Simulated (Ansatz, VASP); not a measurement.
# Cross-check of TiAl (TiAl (P4/mmm)) between VASP and Ansatz, part 2 of 2

Wanted: the spread between two codes on one cell, functional and k mesh. The cell is taken from a series of runs on this material, whose earlier steps may have relaxed, scaled, displaced or heated it; both programs get it as it stands.

VASP 6.6.1 and Ansatz 0.2.0.

So far: The starting structure; Ansatz: relaxation of cell and atoms, r2SCAN.

## 3. VASP: relaxation of cell and atoms, r2SCAN

Level of this step: r2SCAN; plane waves and PAW (Ti_sv, Al) (VASP).

The same cell, functional, mesh and smearing now go to VASP, with its own data sets.

Lines of VASP's logs that name or quote its potential files are left out, and so is its time.

The input, INCAR:

```
SYSTEM = TiAl
PREC = Accurate
ENCUT = 550
EDIFF = 1E-07
NELM = 120
ISMEAR = -1
SIGMA = 0.05
LREAL = .FALSE.
ALGO = Normal
METAGGA = R2SCAN
LASPH = .TRUE.
NBANDS = 13
LORBIT = 11
LWAVE = .FALSE.
LCHARG = .FALSE.
ISIF = 3
IBRION = 2
NSW = 80
EDIFFG = -0.005
GGA_COMPAT = .FALSE.
NELMIN = 4
LMIXTAU = .TRUE.
```

The input, POSCAR:

```
TiAl
1.0
    2.8107520000      0.0000000000      0.0000000000
    0.0000000000      2.8107520000      0.0000000000
    0.0000000000      0.0000000000      4.0664220000
Ti Al
1 1
Direct
    0.5000000000      0.5000000000      0.5000000000
    0.0000000000      0.0000000000      0.0000000000
```

The input, KPOINTS:

```
Automatic mesh
0
Gamma
14 14 10
0 0 0
```

The projector-augmented-wave data sets are Ti_sv and Al (PBE family, release 64).

Run with:

```sh
$ mpirun -np 1 vasp_std
```

Numbers of over 12 decimals in the logs are rounded to 6 here.

Log:

```text
[banner, memory and clock lines left out]
running    1 mpi-ranks, on    1 nodes
 distrk:  each k-point on    1 cores,    1 groups
 distr:  one band on    1 cores,    1 groups

 POSCAR found type information on POSCAR TiAl
 POSCAR found :  2 types and       2 ions
|                                                                             |
|               ----> ADVICE to this user running VASP <----                  |
|                                                                             |
|     You enforced a specific xc type in the INCAR file but a different       |
|     [... a line on the potential file left out ...]
|     I HOPE YOU KNOW WHAT YOU ARE DOING!                                     |
|                                                                             |

 LDA part: xc-table for (None), standard interpolation
 POSCAR, INCAR and KPOINTS ok, starting setup
 FFT: planning ... GRIDC
 FFT: planning ... GRID_SOFT
 FFT: planning ... GRID
 WAVECAR not read
 entering main loop
       N       E                     dE             d eps       ncg     rms          rms(c)
DAV:   1     0.106590266291E+03    0.10659E+03   -0.78144E+03  5629   0.125E+03
DAV:   2    -0.136436600782E+02   -0.12023E+03   -0.11602E+03  5776   0.341E+02
DAV:   3    -0.244908123458E+02   -0.10847E+02   -0.10529E+02 10158   0.867E+01
DAV:   4    -0.252013790613E+02   -0.71057E+00   -0.70751E+00  6775   0.183E+01
DAV:   5    -0.252291122634E+02   -0.27733E-01   -0.27724E-01  8185   0.348E+00    0.114E+01
DAV:   6    -0.210332457303E+02    0.41959E+01   -0.10285E+01  7024   0.477E+01    0.335E+00
DAV:   7    -0.204412847713E+02    0.59196E+00   -0.12910E+00  6108   0.145E+01    0.198E+00
DAV:   8    -0.205661110661E+02   -0.12483E+00   -0.45443E-01  6851   0.523E+00    0.128E+00
DAV:   9    -0.205556736689E+02    0.10437E-01   -0.53783E-02  6374   0.294E+00    0.742E-01
DAV:  10    -0.205297929774E+02    0.25881E-01   -0.17712E-01  5756   0.474E+00    0.299E-01
DAV:  11    -0.205928011121E+02   -0.63008E-01   -0.32101E-02  5739   0.171E+00    0.157E-01
DAV:  12    -0.205966056232E+02   -0.38045E-02   -0.23150E-03  6493   0.543E-01    0.784E-02
DAV:  13    -0.205971976746E+02   -0.59205E-03   -0.14392E-03  5806   0.449E-01    0.425E-02
DAV:  14    -0.205974116380E+02   -0.21396E-03   -0.31320E-04  6252   0.212E-01    0.153E-02
DAV:  15    -0.205974457133E+02   -0.34075E-04   -0.48394E-05  6041   0.853E-02    0.138E-02
DAV:  16    -0.205974387669E+02    0.69464E-05   -0.18003E-05  5746   0.547E-02    0.747E-03
DAV:  17    -0.205974508424E+02   -0.12076E-04   -0.94364E-06  5872   0.403E-02    0.202E-03
DAV:  18    -0.205974504069E+02    0.43555E-06   -0.49759E-07  7318   0.762E-03    0.146E-03
DAV:  19    -0.205974503168E+02    0.90059E-07   -0.91104E-08  3516   0.395E-03
   1 F= -.20597450E+02 E0= -.20590853E+02  d E =-.205975E+02
 curvature:   0.00 expect dE= 0.000E+00 dE for cont linesearch  0.000E+00
 trial: gam= 0.00000 g(F)=  0.000E+00 g(S)=  0.272E-04 ort = 0.000E+00 (trialstep = 0.100E+01)
 search vector abs. value=  0.272E-04
 bond charge predicted
       N       E                     dE             d eps       ncg     rms          rms(c)
DAV:   1    -0.205978582151E+02   -0.40781E-03   -0.74814E-03  6184   0.127E+00    0.176E-01
DAV:   2    -0.205974958401E+02    0.36237E-03   -0.17868E-03  6304   0.601E-01    0.425E-02
DAV:   3    -0.205974496210E+02    0.46219E-04   -0.13243E-04  6494   0.132E-01    0.138E-02
DAV:   4    -0.205974493462E+02    0.27488E-06   -0.34197E-05  6969   0.501E-02    0.696E-03
DAV:   5    -0.205974531023E+02   -0.37561E-05   -0.21254E-05  8048   0.342E-02    0.781E-03
DAV:   6    -0.205974536487E+02   -0.54639E-06   -0.13917E-06  7089   0.102E-02    0.572E-03
DAV:   7    -0.205974551904E+02   -0.15417E-05   -0.14948E-06  7461   0.132E-02    0.287E-03
DAV:   8    -0.205974547268E+02    0.46354E-06   -0.22711E-07  5757   0.657E-03    0.200E-03
DAV:   9    -0.205974547017E+02    0.25095E-07   -0.22269E-07  5769   0.522E-03
   2 F= -.20597455E+02 E0= -.20590846E+02  d E =-.438494E-05
 trial-energy change:   -0.000004  1 .order   -0.000005   -0.000027    0.000018
 step:   0.6019(harm=  0.6019)  dis= 0.00000  next Energy=   -20.597458 (dE=-0.817E-05)
 bond charge predicted
       N       E                     dE             d eps       ncg     rms          rms(c)
DAV:   1    -0.205975242018E+02   -0.69475E-04   -0.11913E-03  6169   0.507E-01    0.700E-02
DAV:   2    -0.205974623915E+02    0.61810E-04   -0.28192E-04  6304   0.239E-01    0.170E-02
DAV:   3    -0.205974557599E+02    0.66316E-05   -0.20904E-05  6470   0.522E-02    0.565E-03
DAV:   4    -0.205974561673E+02   -0.40737E-06   -0.53983E-06  6907   0.202E-02    0.274E-03
DAV:   5    -0.205974573489E+02   -0.11817E-05   -0.32672E-06  8045   0.134E-02    0.305E-03
DAV:   6    -0.205974578890E+02   -0.54007E-06   -0.21345E-07  5193   0.407E-03    0.215E-03
DAV:   7    -0.205974584947E+02   -0.60566E-06   -0.28279E-07  6667   0.560E-03    0.110E-03
DAV:   8    -0.205974584941E+02    0.61618E-09   -0.32389E-08  2913   0.244E-03
   3 F= -.20597458E+02 E0= -.20590855E+02  d E =-.817726E-05
 curvature:  -0.30 expect dE=-0.184E-06 dE for cont linesearch -0.183E-06
 trial: gam= 0.00000 g(F)=  0.490E-63 g(S)=  0.611E-06 ort =-0.407E-05 (trialstep = 0.920E+00)
 search vector abs. value=  0.612E-06
 reached required accuracy - stopping structural energy minimisation
```

OUTCAR, selected parts (step 3):

```text
ion  position               nearest neighbor table
   1  0.500  0.500  0.500-   2 2.84   2 2.84   2 2.84   2 2.84   2 2.84   2 2.84   2 2.84   2 2.84

  LATTYP: Found a simple tetragonal cell.
 ALAT       =     2.8107520000
 C/A-ratio  =     1.4467380971

 Subroutine GETGRP returns: Found 16 space group operations
 (whereof 16 operations were pure point group operations)

The static configuration has the point symmetry D_4h.

 Found    216 irreducible k-points:

   k-points           NKPTS =    216   k-points in BZ     NKDIM =    216   number of bands    NBANDS=     13

   dimension x,y,z NGX =    24 NGY =   24 NGZ =   32
   dimension x,y,z NGXF=    48 NGYF=   48 NGZF=   64

   ENCUT  =  550.0 eV  40.42 Ry    6.36 a.u.   5.37  5.37  7.78*2*pi/ulx,y,z

   NELECT =      15.0000    total number of electrons

 k-points in reciprocal lattice and weights: Automatic mesh
   0.00000000  0.00000000  0.00000000       0.001
   0.07142857  0.00000000  0.00000000       0.002
   0.14285714  0.00000000  0.00000000       0.002
   0.21428571  0.00000000  0.00000000       0.002
   0.28571429  0.00000000  0.00000000       0.002
   0.35714286  0.00000000  0.00000000       0.002
   0.42857143  0.00000000  0.00000000       0.002
   0.50000000  0.00000000  0.00000000       0.001
   0.07142857  0.07142857  0.00000000       0.002
[...]
0.50000000  0.42857143  0.50000000       0.002
   0.50000000  0.50000000  0.50000000       0.001

 average (electrostatic) potential at core
       1 -76.6911       2 -74.0556

 E-fermi :   8.4383

 k-point     1 :       0.0000    0.0000    0.0000
  band No.  band energies     occupation
    ...
      4     -25.4017      2.00000
      5      -1.2063      2.00000
      6       6.4337      2.00000
      7       7.4576      2.00000
      8       7.8904      1.99997
      9      10.8186      0.00000
     10      10.8186      0.00000
     11      12.1646      0.00000
     12      15.0001      0.00000
     13      17.4241      0.00000

 k-point     2 :       0.0714    0.0000    0.0000
  band No.  band energies     occupation
    ...
      4     -25.3995      2.00000
      5      -1.0993      2.00000
      6       6.5207      2.00000
      7       7.4982      2.00000
      8       7.8129      1.99999
      9      10.8365      0.00000
     10      10.9174      0.00000
     11      12.0588      0.00000
     12      14.9953      0.00000
     13      15.8995      0.00000

 k-point     3 :       0.1429    0.0000    0.0000
  band No.  band energies     occupation
    ...
      4     -25.3933      2.00000
      5      -0.7811      2.00000
      6       6.7587      2.00000
      7       7.5845      2.00000
      8       7.6084      2.00000
      9      10.8873      0.00000
     10      11.1972      0.00000
     11      11.7823      0.00000
     12      14.1514      0.00000
     13      14.9951      0.00000

  Total       -0.0028063     -0.0028063     -0.0030979      0.0000000     -0.0000000      0.0000000
  in kB       -0.1398359     -0.1398359     -0.1543682      0.0000000     -0.0000000      0.0000000
  external PRESSURE =      -0.1446800 kB  Pullay stress =       0.0000000 kB

  energy-cutoff  :      550.00
  volume of cell :       32.15
      direct lattice vectors                 reciprocal lattice vectors
     2.811547975  0.000000000  0.000000000     0.355675951  0.000000000  0.000000000
     0.000000000  2.811547975  0.000000000     0.000000000  0.355675951  0.000000000
     0.000000000 -0.000000000  4.067550009     0.000000000 -0.000000000  0.245848237

 POSITION                                       TOTAL-FORCE (eV/Angst)
 -----------------------------------------------------------------------------------
      1.40577      1.40577      2.03378         0.000000      0.000000      0.000000
      0.00000      0.00000      0.00000         0.000000     -0.000000      0.000000
 -----------------------------------------------------------------------------------
    total drift:                                0.000000      0.000000     -0.000000

  FREE ENERGIE OF THE ION-ELECTRON SYSTEM (eV)
  ---------------------------------------------------
  free  energy   TOTEN  =       -20.5974584941 eV

  energy  without entropy=      -20.5842508004  energy(sigma->0) =      -20.59085465

 reached required accuracy - stopping structural energy minimisation

 total charge
# of ion       s       p       d       tot
------------------------------------------
    1        2.201   6.130   1.925  10.255
    2        0.412   0.440   0.000   0.851
--------------------------------------------------
tot          2.613   6.569   1.925  11.107

[... 3 further parts left out ...]
```

This run has no spin polarisation. Its electron count is odd, so without a moment it is a metal by construction. The PAW data sets were made with PBE, which is usual practice but a small mismatch for other functionals. The run keeps the 16 symmetry operations of its start, so it cannot find a distortion of lower symmetry.

## 4. Comparison

Known differences besides the potentials themselves: VASP keeps PBE cores, Ansatz makes them for the functional; the cutoff is 500 eV in Ansatz and 550 eV in VASP; Ansatz adds a Pulay correction to the stress that steers its cell, VASP none; in our runs with r2SCAN, forces from VASP's data set Ti_sv part from Ansatz's all-electron ones, so neither program is the reference here. Total energies have different zeros and are not compared.

The two programs side by side:

| quantity | Ansatz | VASP | difference |
| --- | --- | --- | --- |
| volume (Å³) | 32.13 | 32.15 | -0.08 % |
| edge a after relaxation, in the typed setting (Å) | 2.811 | 2.812 | -0.02 % |
| edge c after relaxation, in the typed setting (Å) | 4.066 | 4.068 | -0.03 % |

## 5. What came out

| Item | Value |
| --- | --- |
| difference in volume (relaxation of cell and atoms, r2SCAN) | -0.084 % |

What this shows: The difference in volume is -0.084 % (relaxation of cell and atoms, r2SCAN), within the 1.2 % picked in this series as the mark of a large difference, as far as the stopping tolerances let one tell. How closely two codes agree says nothing of how well the functional describes the real material.

[Lines on the potential files, build, host, timing and source positions are cut from VASP's logs without a mark.]

[Logs are printed without paths, hosts, clocks, repeated set-up lines and the standing remarks that a program may print on its own settings, such as how far it seeks lower states.]

[Hosts, paths, dates, database ids (printed as entryN), source tags and the programs' standing remarks are cut or masked in the printed files.]
